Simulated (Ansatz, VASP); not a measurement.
# AlN in two plane-wave programs

Aim: how closely do two programs agree when they are given the same cell, functional and k mesh? The cell is taken from a series of runs on this material, whose earlier steps may have relaxed, scaled, displaced or heated it; both programs get it as it stands.

Main program and level: Ansatz 0.2.0; plane waves, with VASP 6.6.1 beside it; zone-centre phonons at PBE.

### 1. Starting point

The structure is cubic, space group F-43m (No. 216). Conventional cell: a = 4.251 Å, b = 4.251 Å, c = 4.251 Å, α = 90.00°, β = 90.00°, γ = 90.00°. N has 4 Al at 1.84 Å nearest. Al has 4 N at 1.84 Å nearest. Farther neighbours and most contacts between anions are not listed.

### 2. VASP: zone-centre phonons, PBE, pair 1

Second derivatives magnify differences that forces hide, and they need a tight electronic threshold.

Lines of VASP's logs that name or quote its potential files are left out, and so is its time.

Contents of INCAR:

```
SYSTEM = AlN
PREC = Accurate
ENCUT = 600
EDIFF = 1E-08
NELM = 120
ISMEAR = 0
SIGMA = 0.01
LREAL = .FALSE.
ALGO = Normal
GGA = PE
NBANDS = 10
LORBIT = 11
LWAVE = .FALSE.
LCHARG = .FALSE.
ISIF = 2
IBRION = 8
LEPSILON = .TRUE.
LASPH = .TRUE.
GGA_COMPAT = .FALSE.
EFERMI = MIDGAP
KPAR = 2
```

Contents of POSCAR:

```
AlN
1.0
    0.0000000000      2.1252914492      2.1252914492
    2.1252914492      0.0000000000      2.1252914492
    2.1252914492      2.1252914492      0.0000000000
N Al
1 1
Direct
    0.2500000000      0.2500000000      0.2500000000
    0.0000000000      0.0000000000      0.0000000000
```

Contents of KPOINTS:

```
Automatic mesh
0
Gamma
12 12 12
0 0 0
```

Potentials, in the order of the species: N and Al (PBE family, release 64).

Launch:

```bash
> mpirun -np 2 vasp_std
```

Numbers of over 12 decimals in the logs are rounded to 6 here.

Output:

```text
[banner, memory and clock lines left out]
running    2 mpi-ranks, on    1 nodes
 distrk:  each k-point on    1 cores,    2 groups
 distr:  one band on    1 cores,    1 groups

 POSCAR found type information on POSCAR N Al
 POSCAR found :  2 types and       2 ions
 LDA part: xc-table for (Slater+PW92), standard interpolation
 POSCAR, INCAR and KPOINTS ok, starting setup
 FFT: planning ... GRIDC
 FFT: planning ... GRID_SOFT
 FFT: planning ... GRID
 WAVECAR not read
 entering main loop
       N       E                     dE             d eps       ncg     rms          rms(c)
DAV:   1     0.162232202755E+02    0.16223E+02   -0.44193E+03  1440   0.771E+02
DAV:   2    -0.161301462571E+02   -0.32353E+02   -0.31009E+02  1792   0.166E+02
DAV:   3    -0.172438924594E+02   -0.11137E+01   -0.11116E+01  1748   0.301E+01
DAV:   4    -0.172494886272E+02   -0.55962E-02   -0.55957E-02  1644   0.223E+00
DAV:   5    -0.172495498365E+02   -0.61209E-04   -0.61208E-04  1668   0.230E-01    0.904E+00
DAV:   6    -0.147195078423E+02    0.25300E+01   -0.12114E+01  1724   0.204E+01    0.299E+00
DAV:   7    -0.147036510379E+02    0.15857E-01   -0.19800E-01  1568   0.354E+00    0.213E+00
DAV:   8    -0.146980077499E+02    0.56433E-02   -0.22682E-02  1494   0.169E+00    0.504E-01
DAV:   9    -0.146972066836E+02    0.80107E-03   -0.20865E-03  1664   0.324E-01    0.227E-01
DAV:  10    -0.146972610815E+02   -0.54398E-04   -0.36338E-04  1586   0.133E-01    0.199E-02
DAV:  11    -0.146972658350E+02   -0.47535E-05   -0.18569E-05  1608   0.317E-02    0.101E-02
DAV:  12    -0.146972660536E+02   -0.21866E-06   -0.45702E-07  1582   0.589E-03    0.147E-03
DAV:  13    -0.146972660484E+02    0.52729E-08   -0.20142E-07  1652   0.292E-03    0.675E-04
DAV:  14    -0.146972660493E+02   -0.88284E-09   -0.43661E-09   840   0.593E-04
   1 F= -.14697266E+02 E0= -.14697266E+02  d E =0.000000E+00
 Linear response reoptimize wavefunctions to high precision
DAV:   1    -0.146972660491E+02    0.16377E-09   -0.13340E-09   968   0.274E-04
DAV:   2    -0.146972660491E+02   -0.12449E-10   -0.81871E-11   790   0.136E-04
 Linear response G [H, r] |phi>, progress :
  Direction:   1
       N       E                     dE             d eps       ncg     rms
RMM:   1    -0.350780670528E+02   -0.35078E+02    0.16017E+00  3494   0.521E+01
RMM:   2    -0.312213358241E+02    0.38567E+01   -0.11963E+00  2330   0.106E+01
RMM:   3    -0.312304642105E+02   -0.91284E-02   -0.72985E-03  2378   0.102E+00
RMM:   4    -0.312313760740E+02   -0.91186E-03    0.35974E-04  2489   0.127E-01
RMM:   5    -0.312314274129E+02   -0.51339E-04    0.70870E-05  2525   0.184E-02
RMM:   6    -0.312314337781E+02   -0.63652E-05    0.12602E-05  2644   0.274E-03
RMM:   7    -0.312314348771E+02   -0.10989E-05    0.13438E-06  2606   0.514E-04
RMM:   8    -0.312314349873E+02   -0.11026E-06    0.71154E-08  2357   0.150E-04
RMM:   9    -0.312314349098E+02    0.77508E-07    0.11938E-06  1955   0.107E-04
RMM:  10    -0.312314348693E+02    0.40527E-07    0.32958E-06  1794   0.107E-04
RMM:  11    -0.312314348483E+02    0.20988E-07   -0.37807E-08  1583   0.107E-04
RMM:  12    -0.312314348735E+02   -0.25197E-07   -0.43145E-06  1320   0.107E-04
 Linear response G [H, r] |phi>, progress :
  Direction:   2
       N       E                     dE             d eps       ncg     rms
RMM:   1    -0.324953052508E+02   -0.32495E+02    0.74321E+00  3495   0.505E+01
RMM:   2    -0.309740507092E+02    0.15213E+01   -0.98792E-01  2318   0.986E+00
RMM:   3    -0.309884805702E+02   -0.14430E-01   -0.98965E-03  2373   0.957E-01
RMM:   4    -0.309889969136E+02   -0.51634E-03   -0.52241E-05  2491   0.120E-01
RMM:   5    -0.309890112201E+02   -0.14306E-04    0.74997E-06  2490   0.176E-02
RMM:   6    -0.309890120671E+02   -0.84700E-06    0.49154E-06  2643   0.264E-03
RMM:   7    -0.309890124418E+02   -0.37466E-06    0.49945E-06  2597   0.507E-04
RMM:   8    -0.309890124470E+02   -0.52339E-08    0.20636E-06  2346   0.160E-04
RMM:   9    -0.309890124662E+02   -0.19227E-07   -0.10418E-06  1949   0.122E-04
RMM:  10    -0.309890124914E+02   -0.25167E-07   -0.12842E-05  1789   0.122E-04
RMM:  11    -0.309890125451E+02   -0.53663E-07   -0.30460E-05  1565   0.123E-04
RMM:  12    -0.309890125109E+02    0.34140E-07   -0.10623E-05  1317   0.123E-04
 Linear response G [H, r] |phi>, progress :
  Direction:   3
       N       E                     dE             d eps       ncg     rms
RMM:   1    -0.267211856691E+02   -0.26721E+02    0.85904E+01  3280   0.518E+01
RMM:   2    -0.251617918908E+02    0.15594E+01   -0.11120E+00  2312   0.988E+00
RMM:   3    -0.251718777161E+02   -0.10086E-01   -0.14758E-02  2358   0.952E-01
RMM:   4    -0.251720857090E+02   -0.20799E-03   -0.19007E-04  2484   0.117E-01
RMM:   5    -0.251720886596E+02   -0.29506E-05   -0.45898E-06  2478   0.171E-02
RMM:   6    -0.251720887321E+02   -0.72543E-07   -0.42705E-07  2586   0.264E-03
RMM:   7    -0.251720887302E+02    0.19536E-08   -0.12490E-06  2493   0.498E-04
RMM:   8    -0.251720887245E+02    0.56668E-08   -0.35210E-06  2235   0.155E-04
RMM:   9    -0.251720887205E+02    0.40248E-08    0.14029E-06  1858   0.113E-04
RMM:  10    -0.251720887163E+02    0.42067E-08    0.36547E-06  1717   0.112E-04
RMM:  11    -0.251720887162E+02    0.28027E-10    0.10768E-06  1491   0.112E-04
RMM:  12    -0.251720887164E+02   -0.14297E-09    0.13311E-06  1219   0.113E-04
[...]
RMM:   4    -0.129104605356E+00   -0.16724E-06   -0.21404E-07  2404   0.308E-03
RMM:   5    -0.129104607385E+00   -0.20287E-08   -0.66787E-09  2369   0.470E-04
 change of polarisation eV/A/(eV/A) component  3 :     0.032    -0.029     0.258
 dielectric tensor                  component  3 :     0.302    -0.270     3.434
 Linear response to external field, progress :
  Direction:   1
       N       E                     dE             d eps       ncg     rms          rms(c)
RMM:   1    -0.186460962606E+00   -0.18646E+00   -0.63024E-01 12465   0.217E+00
RMM:   2    -0.190437757577E+00   -0.39768E-02   -0.15100E-03  9027   0.288E-01    0.639E-01
RMM:   3    -0.187404174516E+00    0.30336E-02   -0.27720E-03  8822   0.365E-01    0.388E-01
RMM:   4    -0.198123856574E+00   -0.10720E-01   -0.41341E-03  9145   0.454E-01    0.657E-02
RMM:   5    -0.200399373571E+00   -0.22755E-02   -0.80515E-05  9201   0.757E-02    0.932E-03
RMM:   6    -0.200514284679E+00   -0.11491E-03   -0.88186E-07  9517   0.826E-03    0.436E-03
RMM:   7    -0.200617592609E+00   -0.10331E-03   -0.40900E-07  9289   0.572E-03    0.283E-04
RMM:   8    -0.200617755571E+00   -0.16296E-06   -0.34786E-09  9809   0.367E-04    0.104E-04
RMM:   9    -0.200618101868E+00   -0.34630E-06   -0.11601E-09  8494   0.215E-04    0.103E-05
RMM:  10    -0.200618102901E+00   -0.10332E-08    0.24759E-11  5897   0.308E-05    0.392E-06
 change of polarisation eV/A/(eV/A) component  1 :     0.366     0.066     0.036
 dielectric tensor                  component  1 :     4.446     0.621     0.338
 Linear response to external field, progress :
  Direction:   2
       N       E                     dE             d eps       ncg     rms          rms(c)
RMM:   1    -0.186453461943E+00   -0.18645E+00   -0.63016E-01 12466   0.217E+00
RMM:   2    -0.190437746022E+00   -0.39843E-02   -0.15101E-03  9024   0.288E-01    0.639E-01
RMM:   3    -0.187404089174E+00    0.30337E-02   -0.27721E-03  8818   0.365E-01    0.388E-01
RMM:   4    -0.198123813022E+00   -0.10720E-01   -0.41344E-03  9145   0.454E-01    0.657E-02
RMM:   5    -0.200399287203E+00   -0.22755E-02   -0.80485E-05  9204   0.757E-02    0.932E-03
RMM:   6    -0.200514228370E+00   -0.11494E-03   -0.87305E-07  9513   0.826E-03    0.437E-03
RMM:   7    -0.200617578488E+00   -0.10335E-03   -0.40717E-07  9292   0.572E-03    0.282E-04
RMM:   8    -0.200617745523E+00   -0.16703E-06   -0.30090E-09  9812   0.363E-04    0.107E-04
RMM:   9    -0.200618097165E+00   -0.35164E-06   -0.92285E-10  8494   0.216E-04    0.718E-06
 change of polarisation eV/A/(eV/A) component  2 :     0.045     0.366     0.048
 dielectric tensor                  component  2 :     0.421     4.446     0.453
 Linear response to external field, progress :
  Direction:   3
       N       E                     dE             d eps       ncg     rms          rms(c)
RMM:   1    -0.186460938028E+00   -0.18646E+00   -0.63024E-01 12465   0.217E+00
RMM:   2    -0.190437735254E+00   -0.39768E-02   -0.15097E-03  9027   0.288E-01    0.639E-01
RMM:   3    -0.187404145725E+00    0.30336E-02   -0.27721E-03  8824   0.365E-01    0.388E-01
RMM:   4    -0.198123811612E+00   -0.10720E-01   -0.41342E-03  9145   0.454E-01    0.657E-02
RMM:   5    -0.200399279523E+00   -0.22755E-02   -0.80505E-05  9203   0.757E-02    0.932E-03
RMM:   6    -0.200514236924E+00   -0.11496E-03   -0.87912E-07  9514   0.826E-03    0.437E-03
RMM:   7    -0.200617580204E+00   -0.10334E-03   -0.40858E-07  9289   0.572E-03    0.282E-04
RMM:   8    -0.200617746280E+00   -0.16608E-06   -0.33723E-09  9831   0.363E-04    0.107E-04
RMM:   9    -0.200618098415E+00   -0.35214E-06   -0.98483E-10  8486   0.216E-04    0.719E-06
 change of polarisation eV/A/(eV/A) component  3 :     0.037     0.065     0.366
 dielectric tensor                  component  3 :     0.350     0.608     4.446
 Linear response DOF=           2
 Linear response progress:
  Degree of freedom:   1/  2
       N       E                     dE             d eps       ncg     rms          rms(c)
RMM:   1    -0.235887935381E+00   -0.23589E+00    0.22846E-01 11058   0.330E+00
RMM:   2    -0.237476668197E+00   -0.15887E-02   -0.22006E-03  8580   0.467E-01    0.197E-01
RMM:   3    -0.238483229406E+00   -0.10066E-02   -0.79719E-04  8153   0.205E-01    0.959E-02
RMM:   4    -0.240638188010E+00   -0.21550E-02   -0.66855E-04  8091   0.188E-01    0.241E-02
RMM:   5    -0.240709805326E+00   -0.71617E-04   -0.19633E-05  9216   0.427E-02    0.267E-03
RMM:   6    -0.240734619902E+00   -0.24815E-04   -0.21769E-07  9392   0.397E-03    0.116E-03
RMM:   7    -0.240730288243E+00    0.43317E-05    0.18571E-08  9407   0.145E-03    0.103E-04
RMM:   8    -0.240729280034E+00    0.10082E-05    0.12003E-09  9692   0.162E-04    0.590E-05
RMM:   9    -0.240729238065E+00    0.41969E-07   -0.92253E-10  9749   0.693E-05    0.450E-06
RMM:  10    -0.240729283400E+00   -0.45335E-07    0.26703E-10 10308   0.117E-05    0.190E-06
RMM:  11    -0.240729288281E+00   -0.48803E-08    0.40542E-09  8886   0.948E-06    0.185E-07
 first order change of Fermi-energy   0.23749E-03
 force on displaced ion       1 direction 1 : -18.496   0.000   0.000
 Born effective charge ion    1 direction 1 :  -2.523   0.000   0.000
 Linear response progress:
  Degree of freedom:   2/  2
       N       E                     dE             d eps       ncg     rms          rms(c)
RMM:   1    -0.629731600076E-02   -0.62973E-02   -0.51112E-03 13182   0.719E-01
RMM:   2    -0.571731976242E-02    0.58000E-03   -0.26678E-04  8673   0.151E-01    0.950E-02
RMM:   3    -0.562538552863E-02    0.91934E-04   -0.49668E-05  8929   0.588E-02    0.521E-02
RMM:   4    -0.566697282761E-02   -0.41587E-04   -0.40272E-05  8859   0.577E-02    0.862E-03
RMM:   5    -0.567549639486E-02   -0.85236E-05   -0.58860E-07  9029   0.126E-02    0.998E-04
RMM:   6    -0.567492747908E-02    0.56892E-06    0.27257E-07  9326   0.156E-03    0.440E-04
RMM:   7    -0.567369498030E-02    0.12325E-05    0.19572E-07  9169   0.835E-04    0.462E-05
RMM:   8    -0.567372105815E-02   -0.26078E-07   -0.40713E-09  9455   0.751E-05    0.203E-05
RMM:   9    -0.567370395658E-02    0.17102E-07   -0.23049E-09  9613   0.253E-05    0.365E-06
RMM:  10    -0.567370304702E-02    0.90957E-09   -0.30730E-09  9577   0.392E-06    0.198E-06
 first order change of Fermi-energy   0.10428E-04
 force on displaced ion       2 direction 1 : -18.503   0.000   0.000
 Born effective charge ion    2 direction 1 :   2.523   0.000   0.000
 Born effective charges drift removed
 Linear response finished
```

From OUTCAR (step 2):

```text
ion  position               nearest neighbor table
   1  0.250  0.250  0.250-   2 1.84   2 1.84   2 1.84   2 1.84
   2  0.000  0.000  0.000-   1 1.84   1 1.84   1 1.84   1 1.84

  LATTYP: Found a face centered cubic cell.
 ALAT       =     4.2505828984

 Subroutine GETGRP returns: Found 24 space group operations
 (whereof 24 operations were pure point group operations)

The static configuration has the point symmetry T_d .

 Found     72 irreducible k-points:

   k-points           NKPTS =     72   k-points in BZ     NKDIM =     72   number of bands    NBANDS=     10

   dimension x,y,z NGX =    24 NGY =   24 NGZ =   24
   dimension x,y,z NGXF=    48 NGYF=   48 NGZF=   48

   ENCUT  =  600.0 eV  44.10 Ry    6.64 a.u.   6.00  6.00  6.00*2*pi/ulx,y,z

   NELECT =       8.0000    total number of electrons

 k-points in reciprocal lattice and weights: Automatic mesh
   0.00000000  0.00000000  0.00000000       0.001
   0.08333333  0.00000000  0.00000000       0.005
   0.16666667  0.00000000  0.00000000       0.005
   0.25000000  0.00000000  0.00000000       0.005
   0.33333333  0.00000000  0.00000000       0.005
   0.41666667  0.00000000  0.00000000       0.005
   0.50000000  0.00000000  0.00000000       0.002
   0.08333333  0.08333333  0.00000000       0.003
   0.16666667  0.08333333  0.00000000       0.014
[...]
-0.33333333  0.50000000  0.16666667       0.007
  -0.25000000  0.50000000  0.25000000       0.003

 average (electrostatic) potential at core
       1 -58.9768       2 -70.4754

  Total        2.9646232      2.9646232      2.9646232      0.0000000     -0.0000000      0.0000000
  in kB      247.3971035    247.3971035    247.3971035      0.0000000     -0.0000000      0.0000000
  external PRESSURE =     247.3971035 kB  Pullay stress =       0.0000000 kB

  energy-cutoff  :      600.00
  volume of cell :       19.20
      direct lattice vectors                 reciprocal lattice vectors
     0.000000000  2.125291449  2.125291449    -0.235261851  0.235261851  0.235261851
     2.125291449  0.000000000  2.125291449     0.235261851 -0.235261851  0.235261851
     2.125291449  2.125291449  0.000000000     0.235261851  0.235261851 -0.235261851

 POSITION                                       TOTAL-FORCE (eV/Angst)
 -----------------------------------------------------------------------------------
      1.06265      1.06265      1.06265        -0.000000      0.000000     -0.000000
      0.00000      0.00000      0.00000         0.000000     -0.000000      0.000000
 -----------------------------------------------------------------------------------
    total drift:                                0.000000      0.000000      0.000000

 MACROSCOPIC STATIC DIELECTRIC TENSOR (including local field effects in DFT)
 ------------------------------------------------------
           4.445716    -0.000000    -0.000000
           0.000000     4.445716     0.000000
          -0.000000     0.000000     4.445716
 ------------------------------------------------------

 PIEZOELECTRIC TENSOR (including local field effects)  for field in x, y, z        (C/m^2)
          XX          YY          ZZ          XY          YZ          ZX
  --------------------------------------------------------------------------------
  x     0.00000    -0.00000     0.00000     0.00000    -0.58422     0.00000
  y     0.00000     0.00000    -0.00000     0.00000     0.00000    -0.58422
  z    -0.00000    -0.00000     0.00000    -0.58422     0.00000     0.00000

 BORN EFFECTIVE CHARGES (including local field effects) (in |e|, cummulative output)
 ---------------------------------------------------------------------------------
 ion    1
    1    -2.52285    -0.00000     0.00000
    2     0.00000    -2.52285    -0.00000
    3     0.00000     0.00000    -2.52285
 ion    2
    1     2.52285     0.00000    -0.00000
    2    -0.00000     2.52285     0.00000
    3    -0.00000    -0.00000     2.52285

 Eigenvectors and eigenvalues of the dynamical matrix
 ----------------------------------------------------

   1 f  =   22.146641 THz   139.151448 2PiTHz  738.732422 cm-1    91.591106 meV
             X         Y         Z           dx          dy          dz
      1.062646  1.062646  1.062646    -0.415008   -0.697165   -0.000000
      0.000000  0.000000  0.000000     0.299016    0.502312   -0.000000

   2 f  =   22.146641 THz   139.151448 2PiTHz  738.732422 cm-1    91.591106 meV
             X         Y         Z           dx          dy          dz
      1.062646  1.062646  1.062646    -0.697165    0.415008    0.000000
      0.000000  0.000000  0.000000     0.502312   -0.299016    0.000000

   3 f  =   22.146641 THz   139.151448 2PiTHz  738.732422 cm-1    91.591106 meV
             X         Y         Z           dx          dy          dz
      1.062646  1.062646  1.062646     0.000000    0.000000    0.811339
      0.000000  0.000000  0.000000     0.000000   -0.000000   -0.584575

   4 f/i=    0.002117 THz     0.013305 2PiTHz    0.070632 cm-1     0.008757 meV
             X         Y         Z           dx          dy          dz
      1.062646  1.062646  1.062646     0.468140   -0.336546    0.096489
      0.000000  0.000000  0.000000     0.649738   -0.467096    0.133918

   5 f/i=    0.002117 THz     0.013305 2PiTHz    0.070632 cm-1     0.008757 meV
             X         Y         Z           dx          dy          dz
      1.062646  1.062646  1.062646    -0.339823   -0.398038    0.260413
      0.000000  0.000000  0.000000    -0.471644   -0.552441    0.361431

   6 f/i=    0.002117 THz     0.013305 2PiTHz    0.070632 cm-1     0.008757 meV
             X         Y         Z           dx          dy          dz
      1.062646  1.062646  1.062646     0.084223    0.264635    0.514396
      0.000000  0.000000  0.000000     0.116894    0.367290    0.713937

 MACROSCOPIC STATIC DIELECTRIC TENSOR IONIC CONTRIBUTION
 ------------------------------------------------------
           3.242627    -0.000000    -0.000000
          -0.000000     3.242627    -0.000000
          -0.000000    -0.000000     3.242627
 ------------------------------------------------------

 ELASTIC MODULI CONTR FROM IONIC RELAXATION (kBar)
 Direction    XX          YY          ZZ          XY          YZ          ZX
 --------------------------------------------------------------------------------
 XX          -0.0000      0.0000      0.0000      0.0000     -0.0000      0.0000
 YY           0.0000     -0.0000      0.0000      0.0000      0.0000      0.0000
 ZZ           0.0000      0.0000     -0.0000     -0.0000      0.0000      0.0000
 XY           0.0000      0.0000     -0.0000   -865.3485      0.0000      0.0000
 YZ          -0.0000      0.0000      0.0000      0.0000   -865.3485      0.0000
 ZX           0.0000      0.0000      0.0000      0.0000      0.0000   -865.3485
 --------------------------------------------------------------------------------

 PIEZOELECTRIC TENSOR IONIC CONTR  for field in x, y, z        (C/m^2)
          XX          YY          ZZ          XY          YZ          ZX
  --------------------------------------------------------------------------------
  x     0.00000    -0.00000    -0.00000    -0.00000     1.57622     0.00000
  y    -0.00000    -0.00000     0.00000     0.00000    -0.00000     1.57622
  z    -0.00000     0.00000     0.00000     1.57622    -0.00000    -0.00000
```

(Part 1 of 3 ends here.)

[Lines on the potential files, build, host, timing and source positions are cut from VASP's logs without a mark.]

[Logs are printed without paths, hosts, clocks, repeated set-up lines and the standing remarks that a program may print on its own settings, such as how far it seeks lower states.]

[Hosts, paths, dates, database ids (printed as entryN), source tags and the programs' standing remarks are cut or masked in the printed files.]
